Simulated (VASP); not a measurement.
Crystal: Mg6MnNb.

```xyz
8
Lattice="4.8273 0.0000 0.0000 0.0000 3.0235 5.5328 0.0000 -3.0235 5.5328" Properties=species:S:1:pos:R:3 pbc="T T T"
Nb    2.4136    0.0000    7.6395
Mn    0.0000    0.0000    8.9181
Mg    2.4136    0.0000    1.8680
Mg    2.4136    1.5578    4.6878
Mg    2.4136   -1.5578    4.6878
Mg    0.0000    0.0000    3.6326
Mg    0.0000    1.4583    6.4141
Mg    0.0000   -1.4583    6.4141
```

The cell comes from a database or a generator and needn't be the stable form of this composition.

```yaml
Program: VASP 6.6.1
Task: single point
Functional: PBE
Potentials_or_basis: VASP PAW PBE potentials, release 64 (Nb_sv, Mn_pv, Mg)
Cutoff: 520 eV
k_mesh: 6 × 5 × 5
Occupations: fermi-dirac, width 0.05 eV
Spin: collinear spin, ferromagnetic start
Starting_moments: "[0.0, 4.0, 0.0, 0.0, 0.0, 0.0, 0.0, 0.0] μB"
```

On this cell: pressure -0.1 GPa; largest force 0.055 eV/Å; net moment 2.53 μB per cell; site moments Nb -0.65; Mn +3.33; Mg +0.01, -0.00, -0.01 μB; band gap on the k mesh none (metal or under the smearing width).

The same run follows on a disturbed copy (atoms moved at random, drawn with an rms of 0.05 Å):

```
CELL_PARAMETERS angstrom
4.82729 0.00000 0.00000
0.00000 3.02345 5.53275
0.00000 -3.02345 5.53275
ATOMIC_POSITIONS crystal
Nb 0.50189 0.68834 0.68462
Mn 0.00141 0.81070 0.81174
Mg 0.50205 0.16697 0.16943
Mg 0.50262 0.67765 0.16644
Mg 0.48846 0.17128 0.67590
Mg 0.99983 0.32114 0.34081
Mg 0.99324 0.82305 0.33776
Mg 0.00271 0.34015 0.81697
```

Q: What does the disturbed cell give?

A: The energy (extrapolated to zero smearing) moves by +4.9 meV/atom; pressure -0.2 GPa; largest force 0.323 eV/Å; net moment 2.52 μB per cell; site moments Nb -0.69; Mn +3.39; Mg +0.01, -0.00, -0.01 μB; band gap on the k mesh none (metal or under the smearing width).

Forces on the atoms (eV/Å):
```
Nb  -0.068 -0.015  0.315
Mn  -0.034 -0.056 -0.222
Mg  -0.075  0.109  0.007
Mg  -0.096  0.076  0.012
Mg   0.263 -0.178  0.011
Mg  -0.058  0.164 -0.178
Mg   0.206 -0.014 -0.068
Mg  -0.136 -0.085  0.124
```

Stress tensor (GPa, compression positive):
```
-0.10 -0.17 -0.08
-0.17  0.21 -0.19
-0.08 -0.19 -0.63
```
